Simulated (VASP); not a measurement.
Method: AM05 GGA, VASP's PBE PAW potentials (set 64) (plane waves; VASP).

The input files of a VASP run:

### INCAR
```
SYSTEM = KF
PREC = Accurate; ENCUT = 520; LREAL = .False.
LASPH = .True.
EDIFF = 1E-7; NELM = 100; ALGO = Normal
ISMEAR = 0; SIGMA = 0.05
GGA = AM
ISIF = 2
LWAVE = .False.; LCHARG = .False.
```

File KPOINTS:
```
Automatic mesh
0
G
 9 9 9
0 0 0
```

### POSCAR
```
KF
1
    0.0000000000     2.6328537873     2.6328537873
    2.6328537873     0.0000000000     2.6328537873
    2.6328537873     2.6328537873     0.0000000000
K F
1 1
Direct
  0.0000000000   0.0000000000   0.0000000000
  0.5000000000   0.5000000000   0.5000000000
```

POTCAR, in this order: K_sv F (PBE.64 set). Program: vasp_std.

What VASP printed:

OSZICAR:
```
       N       E                     dE             d eps       ncg     rms          rms(c)
DAV:   1     0.111807896221E+03    0.11181E+03   -0.85634E+03   840   0.131E+03
DAV:   2    -0.463121297310E+01   -0.11644E+03   -0.10814E+03  1060   0.329E+02
DAV:   3    -0.916408608880E+01   -0.45329E+01   -0.45166E+01  1072   0.611E+01
DAV:   4    -0.929825197665E+01   -0.13417E+00   -0.13409E+00  1276   0.953E+00
DAV:   5    -0.930165321505E+01   -0.34012E-02   -0.34012E-02  1084   0.118E+00    0.597E+00
DAV:   6    -0.822659785907E+01    0.10751E+01   -0.37226E+00   912   0.179E+01    0.414E+00
DAV:   7    -0.820572373485E+01    0.20874E-01   -0.12144E-01  1120   0.320E+00    0.251E+00
DAV:   8    -0.821096173734E+01   -0.52380E-02   -0.58691E-02   896   0.284E+00    0.216E-01
DAV:   9    -0.821319552490E+01   -0.22338E-02   -0.78334E-03  1096   0.757E-01    0.132E-01
DAV:  10    -0.821374983137E+01   -0.55431E-03   -0.92524E-04   936   0.309E-01    0.732E-02
DAV:  11    -0.821405376512E+01   -0.30393E-03   -0.48827E-04   876   0.183E-01    0.191E-02
DAV:  12    -0.821404793026E+01    0.58349E-05   -0.58558E-05  1060   0.704E-02    0.770E-03
DAV:  13    -0.821404837328E+01   -0.44302E-06   -0.80236E-06   904   0.291E-02    0.292E-03
DAV:  14    -0.821404846148E+01   -0.88204E-07   -0.27022E-07  1044   0.625E-03
   1 F= -.82140485E+01 E0= -.82140485E+01  d E =-.311269E-15
```

**OUTCAR**
```
------------------------ aborting loop because EDIFF is reached ----------------------------------------
  FORCE on cell =-STRESS in cart. coord.  units (eV):
  Direction    XX          YY          ZZ          XY          YZ          ZX
  --------------------------------------------------------------------------------------
  Total        0.4874275      0.4874275      0.4874275      0.0000000      0.0000000      0.0000000
  in kB       21.3949081     21.3949081     21.3949081      0.0000000      0.0000000      0.0000000
  external PRESSURE =      21.3949081 kB  Pullay stress =       0.0000000 kB
  volume of cell :       36.50
      direct lattice vectors                 reciprocal lattice vectors
     0.000000000  2.632853787  2.632853787    -0.189908001  0.189908001  0.189908001
     2.632853787  0.000000000  2.632853787     0.189908001 -0.189908001  0.189908001
     2.632853787  2.632853787  0.000000000     0.189908001  0.189908001 -0.189908001
  FREE ENERGIE OF THE ION-ELECTRON SYSTEM (eV)
  ---------------------------------------------------
  free  energy   TOTEN  =        -8.2140484615 eV

  energy  without entropy=       -8.2140484615  energy(sigma->0) =       -8.21404846
```
(Selected blocks of OUTCAR.)

The compound is KF in the rock salt structure. This cell is one point of a volume scan, at 0.94 of the reference volume.
